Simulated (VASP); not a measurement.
```
CELL_PARAMETERS angstrom
      0.00000     2.12000     2.12000
      2.12000     0.00000     2.12000
      2.12000     2.12000     0.00000
ATOMIC_POSITIONS crystal
  Ti 0.00000 0.00000 0.00000
  N  0.50000 0.50000 0.50000
```

The numbers are results of vdW-DF-cx, VASP's PBE PAW potentials (set 64) (plane waves; VASP), not measurements. Run with 520 eV cut-off, 13×13×13 Γ-centred mesh, first-order Methfessel-Paxton smearing of 0.10 eV, potentials Ti_sv N.

### Question
The ions, cell shape and volume are relaxed. Predict the relaxed structure.

### Answer

```
CELL_PARAMETERS angstrom
      0.00000     2.10868     2.10868
      2.10868     0.00000     2.10868
      2.10868     2.10868     0.00000
ATOMIC_POSITIONS crystal
  Ti 0.00000 0.00000 0.00000
  N  0.50000 0.50000 0.50000
```
Space group Fm-3m (225), at a tolerance of 0.03 Å.

### Question
How do energy and volume change from the first to the last step?

### Answer
The energy (σ→0) changes by -2.3 meV/atom and the volume by -1.6 %, in 3 ionic steps.

```csv
step,E(σ→0) (eV),max force (eV/Å),pressure (GPa),volume (Å³)
1,-16.0176,0.000,-4.76,19.06
2,-16.0113,0.000,7.53,18.29
3,-16.0221,0.000,-0.03,18.75
```

The compound is TiN in the rock salt structure. This run relaxes it. Symmetry was kept, so distortions that lower it aren't found. The electron count is odd and the run is not spin-polarised, which forces a metal.
